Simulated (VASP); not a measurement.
An input for Quantum ESPRESSO's pw.x (written as the equivalent of a VASP run, and not itself run):

```
&CONTROL
  calculation = 'scf'
  pseudo_dir = './pseudo'
  outdir = './out'
  tprnfor = .true.
  tstress = .true.
/
&SYSTEM
  ibrav = 0
  nat = 4
  ntyp = 2
  ecutwfc = 96
  occupations = 'smearing'
  smearing = 'gaussian'
  degauss = 0.003675
  input_dft = 'pbe'
/
&ELECTRONS
  conv_thr = 7.3e-08
  electron_maxstep = 100
/
ATOMIC_SPECIES
  C 12.011 C.upf
  Mn 54.938 Mn.upf
CELL_PARAMETERS angstrom
     1.4663280   -3.8748250    0.0000000
     1.4663280    3.8748250    0.0000000
     0.0000000    0.0000000    2.8897240
ATOMIC_POSITIONS crystal
  C    0.5640000  0.4360000  0.2500000
  C    0.4360000  0.5640000  0.7500000
  Mn   0.8547500  0.1452500  0.2500000
  Mn   0.1452500  0.8547500  0.7500000
K_POINTS automatic
  7 7 7 0 0 0
```

**Question.** Translate this input to VASP (INCAR, KPOINTS, POSCAR, choice of POTCAR).

**Answer.** This is not unique; one that fits is 
File POSCAR:
```
MnC
1
    1.4663280000    -3.8748250000     0.0000000000
    1.4663280000     3.8748250000     0.0000000000
    0.0000000000     0.0000000000     2.8897240000
C Mn
2 2
Direct
  0.5640000000   0.4360000000   0.2500000000
  0.4360000000   0.5640000000   0.7500000000
  0.8547500000   0.1452500000   0.2500000000
  0.1452500000   0.8547500000   0.7500000000
```

**INCAR**
```
SYSTEM = MnC
PREC = Accurate
ENCUT = 520
EDIFF = 1E-6
NELM = 100
ALGO = Normal
LREAL = .FALSE.
LASPH = .TRUE.
ISMEAR = 0
SIGMA = 0.05
GGA = PE
LMAXMIX = 4
ISPIN = 1
LORBIT = 10
LWAVE = .FALSE.
LCHARG = .FALSE.
ISIF = 2
```

KPOINTS:
```
Automatic mesh
0
Gamma
7 7 7
0 0 0
```

POTCAR, in this order: C Mn_pv (PBE.64 set). Program: vasp_std.

What does not carry over: the potentials are each code's own (VASP's PAW set, PseudoDojo norm-conserving files in pw.x), so ENCUT and ecutwfc are chosen apart and not converted; conv_thr bounds pw.x's estimated SCF error, while EDIFF bounds the energy change between steps.

The structure was generated: MnC was put into the CrB type (Cmcm), which need not be its known phase. The cell was not relaxed at this level. The k-mesh is coarse (spacing up to 0.33 per Å, 2π included), so the numbers may not be converged in it. The run is one of a series of settings (ISPIN = 1, the spin start removed against the base run), some of them coarse on purpose.
